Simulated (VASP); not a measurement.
These are r2SCAN meta-GGA, VASP's PBE PAW potentials (set 64) (plane waves; VASP) values and carry that method's errors.

Gaps are without spin-orbit coupling.

volume per atom: 8.20 Å^3/atom
band gap (over mesh and band path): 5.56 eV
smallest direct gap (over mesh and band path): 6.62 eV
Hill bulk modulus: 279 GPa
Hill shear modulus: 2440 kbar

Which relaxed crystal gives these values?
A) BaS, Fm-3m (225)
B) HBr, Cmc2_1 (36)
C) AlN, Fm-3m (225)
D) C, Fd-3m (227)

C, AlN, Fm-3m (225)
